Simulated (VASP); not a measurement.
**MgO: single point with PBE**

**What was measured.**

“Electronic structure of alkaline earth and post-transition metal oxides”, 2009, arxiv:0908.1581 quotes, for a bulk crystal of MgO: band gap 7.83 eV.

The system is MgO.

```
Mg O
1.0
     0.00000    2.10850    2.10850
     2.10850    0.00000    2.10850
     2.10850    2.10850    0.00000
Mg O
1 1
Direct
  0.00000 0.00000 0.00000
  0.50000 0.50000 0.50000
```

```
Program             : VASP 6.6.1
Task                : single point
Functional          : PBE
Potentials or basis : VASP PAW PBE potentials, release 64 (Mg, O)
Cutoff              : 450 eV
k mesh              : 10 × 10 × 10
Occupations         : gaussian, width 0.02 eV
Spin                : no spin polarisation
```

```json
{
  "Band gap on the k mesh": "4.70 eV, direct"
}
```

Levels at points of the mesh, in eV from the valence-band top:
```
           k point  band 2  band 3  band 4  band 5  band 6  band 7
(0.00, 0.00, 0.00)    0.00    0.00    0.00    4.70   15.78   15.78
(0.50, 0.00, 0.00)   -4.60   -0.65   -0.65    7.88   12.58   16.28
(0.50, 0.50, 0.00)   -4.07   -1.34   -1.34    9.12    9.93   13.07
```

Wall time 6.7 s on 1 thread of Intel(R) Xeon(R) Platinum 8488C (Sapphire Rapids), with other jobs on the host, peak memory 0.14 GiB.

Against the measured gap of MgO, 7.83 eV (quoted in “Electronic structure of alkaline earth and post-transition metal oxides”, 2009, arxiv:0908.1581), the calculated 4.70 eV is off by -3.13 eV. The value is that of PBE, without temperature or zero-point motion. Semilocal functionals fall short of measured gaps as a rule.
